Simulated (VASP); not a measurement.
Energy against volume of SrTe (rock salt). All values below come from vdW-DF-cx, VASP's PBE PAW potentials (set 64) (plane waves; VASP 6.6.1). Settings: 520 eV cut-off, 7×7×7 Γ-centred mesh, Gaussian smearing of 0.050 eV, potentials Sr_sv Te.

```csv
V (Å³/atom),E (eV/atom)
35.373,-2.19207
36.467,-2.19589
37.561,-2.19243
38.655,-2.18277
```

Fit these four points and predict the energy of the run at 34.279 Å³/atom.

A cubic in V^(−2/3), the third-order Birch-Murnaghan form, passes through the four points with V0 = 36.46 Å³/atom and B0 = 35 GPa, and gives -2.1797 eV/atom there. The run gave -2.1798 eV/atom, -0.1 meV/atom from the fit; all five points give B0 = 35 GPa.

The compound is SrTe in the rock salt structure. It was relaxed first.
